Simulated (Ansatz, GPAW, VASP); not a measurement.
# Equation of state of ZnBi3 under PBE

```yaml
crystal:
  lattice:
    - [4.87316, 0.00000, 0.00000]
    - [0.00000, 4.87316, 0.00000]
    - [0.00000, 0.00000, 4.87316]
  atoms:
    - { symbol: Bi, position: [0.50000, 0.50000, 0.00000] }
    - { symbol: Bi, position: [0.50000, 0.00000, 0.50000] }
    - { symbol: Bi, position: [0.00000, 0.50000, 0.50000] }
    - { symbol: Zn, position: [0.00000, 0.00000, 0.00000] }
```

The cell comes from a database or a generator and needn't be the stable form of this composition.

The cell was scaled at fixed shape and fractions and run with Ansatz, Ansatz PAW, cutoff 420 eV; PBE, k mesh 6 × 6 × 6 on the cell of 4 atoms, fermi-dirac occupations of 0.05 eV, no spin polarisation, no spin-orbit coupling. Energies are those that the program minimises, any entropy of the smearing included. For a metal such a mesh isn't converged to the digits shown.

```tsv
V (Å³/atom)	energy over the lowest row (meV/atom)
27.1957	17.516
27.7744	7.347
28.3530	1.672
28.9316	0.000
29.5103	?
30.0889	6.925
30.6675	14.793
```

Task: Fit the third-order Birch-Murnaghan form, give V0, B0 and B′, and predict the energy left open.

Result: With y = (V0/V)^(2/3), E = E0 + (9 V0 B0/16) [(y - 1)³ B′ + (y - 1)² (6 - 4y)]. Least squares through the rows shown give V0 = 28.9038 Å³/atom, E0 = -0.007 meV, B0 = 49.43 GPa (1 eV/Å³ = 160.218 GPa) and B′ = 4.82, with a largest miss of 0.003 meV. At V = 29.5103 the form with these constants gives 1.879 meV; the run gave 1.884 meV an atom. Other set-ups at this level, from all their volumes (Å³/atom, GPa): GPAW, GPAW PAW data sets (gpaw-data 1.2.1): V0 28.855, B0 49.62; VASP, PBE PAW files Bi_d, Zn, 520 eV: V0 28.913, B0 49.32.
